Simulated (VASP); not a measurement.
The system is Ta2SiO3.

```xyz
6
Lattice="3.2663 0.0000 0.0000 0.0000 3.2663 0.0000 0.0000 0.0000 7.1959" Properties=species:S:1:pos:R:3 pbc="T T T"
Ta    0.0000    1.6331    5.2638
Ta    1.6331    0.0000    1.9321
Si    0.0000    0.0000    0.0000
O     0.0000    1.6331    2.7596
O     1.6331    0.0000    4.4362
O     1.6331    1.6331    0.0000
```

The cell was built by a generator and needn't be a form met in nature.

```yaml
Program: VASP 6.6.1
Task: relaxation of cell and atoms
Functional: PBE
Potentials_or_basis: VASP PAW PBE potentials, release 64 (Ta_pv, Si, O)
Cutoff: 520 eV
k_mesh: 4 × 4 × 2
Occupations: gaussian, width 0.15 eV
Spin: no spin polarisation
```

At the start: pressure -14.7 GPa; volume 12.79 Å³/atom.

**Question.** How do energy, volume and symmetry change on relaxing?

**Answer.** Over 14 steps the energy falls by 258.4 meV/atom and the volume is 11.35 Å³/atom (-11.3 %); space group P-4m2 (No. 115, to 0.05 Å).

Step by step:
| step | energy change (eV) | largest force (eV/Å) | pressure (GPa) | volume (Å³) |
| --- | --- | --- | --- | --- |
| 1 | 0.0000 | 2.6660 | -14.68 | 76.77 |
| 2 | -0.7672 | 1.7937 | 16.65 | 64.46 |
| 3 | -0.8353 | 2.1555 | 7.84 | 66.85 |
| 4 | -1.2014 | 0.4614 | 3.76 | 67.54 |
| 5 | -1.2049 | 0.4416 | 3.55 | 67.63 |
| 6 | -1.2501 | 0.4008 | -3.82 | 70.06 |
| 7 | -1.2508 | 0.4203 | -3.22 | 69.80 |
| 8 | -1.3105 | 0.3511 | -3.38 | 69.76 |
| 9 | -1.4953 | 0.1118 | -3.96 | 69.55 |
| 10 | -1.0280 | 2.1838 | -2.70 | 68.68 |
| 11 | -1.5160 | 0.2993 | -4.14 | 69.46 |
| 12 | -1.5205 | 0.0833 | 5.59 | 66.53 |
| 13 | -1.5450 | 0.1675 | 0.71 | 67.91 |
| 14 | -1.5506 | 0.0567 | 0.29 | 68.12 |

Final structure:
```xyz
6
Lattice="2.9468 0.0000 0.0000 0.0000 2.9468 0.0000 0.0000 0.0000 7.8444" Properties=species:S:1:pos:R:3 pbc="T T T"
Ta    2.9468    1.4734    5.5082
Ta    1.4734    0.0000    2.3361
Si    0.0000    0.0000    7.8444
O     2.9468    1.4734    3.1439
O     1.4734    0.0000    4.7005
O     1.4734    1.4734    7.8444
```

Caveat: the k mesh is coarse (spacing up to 0.48 Å⁻¹), so the values aren't converged.
